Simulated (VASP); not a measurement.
Crystal: LaPRuO.

```xyz
8
Lattice="4.0480 0.0000 0.0000 0.0000 4.0480 0.0000 0.0000 0.0000 8.4100" Properties=species:S:1:pos:R:3 pbc="T T T"
La    0.0000    2.0240    7.1406
La    2.0240    0.0000    1.2694
P     2.0240    0.0000    5.4417
P     0.0000    2.0240    2.9683
Ru    0.0000    0.0000    4.2050
Ru    2.0240    2.0240    4.2050
O     2.0240    2.0240    0.0000
O     0.0000    0.0000    0.0000
```

The cell was built by a generator and needn't be a form met in nature.

| Quantity | Value |
| --- | --- |
| Program | VASP 6.6.1 |
| Task | relaxation of cell and atoms |
| Functional | LDA |
| Potentials or basis | VASP PAW LDA potentials, release 64 (La, P, Ru_pv, O) |
| Cutoff | 600 eV |
| k mesh | 8 × 8 × 4 |
| Occupations | gaussian, width 0.03 eV |
| Spin | no spin polarisation |

At the start: pressure -9.3 GPa; volume 17.23 Å³/atom.

Problem. How do energy, volume and symmetry change on relaxing?

Solution. Over 12 steps the energy falls by 42.4 meV/atom and the volume is 16.50 Å³/atom (-4.2 %); space group P4/nmm (No. 129, to 0.05 Å).

Step by step:
```
step  energy change (eV)  largest force (eV/Å)  pressure (GPa)  volume (Å³)
   1              0.0000                1.4943           -9.32       137.81
   2              0.6462                2.1181           24.46       118.78
   3             -0.3060                0.5164            0.41       130.40
   4             -0.3063                0.4834            0.75       130.18
   5             -0.3062                0.4599            0.97       130.03
   6             -0.3309                0.2659            0.61       130.99
   7             -0.3377                0.1756            0.26       132.01
   8             -0.3382                0.1373            0.32       131.81
   9             -0.3382                0.0683           -0.67       132.49
  10             -0.3390                0.0472           -0.19       132.14
  11             -0.3393                0.0182            0.05       131.98
  12             -0.3394                0.0070            0.01       132.01
```

Final structure:
```cif
data_structure
_symmetry_space_group_name_H-M 'P 1'
_symmetry_Int_Tables_number 1
_cell_length_a 3.9951
_cell_length_b 3.9951
_cell_length_c 8.2710
_cell_angle_alpha 90.000
_cell_angle_beta 90.000
_cell_angle_gamma 90.000
_cell_volume 132.01
loop_
_atom_site_label
_atom_site_type_symbol
_atom_site_fract_x
_atom_site_fract_y
_atom_site_fract_z
_atom_site_occupancy
La1 La 0.00000 0.50000 0.85364 1
La2 La 0.50000 0.00000 0.14636 1
P1 P 0.50000 0.00000 0.63852 1
P2 P 0.00000 0.50000 0.36148 1
Ru1 Ru 0.00000 0.00000 0.50000 1
Ru2 Ru 0.50000 0.50000 0.50000 1
O1 O 0.50000 0.50000 0.00000 1
O2 O 0.00000 0.00000 0.00000 1
```
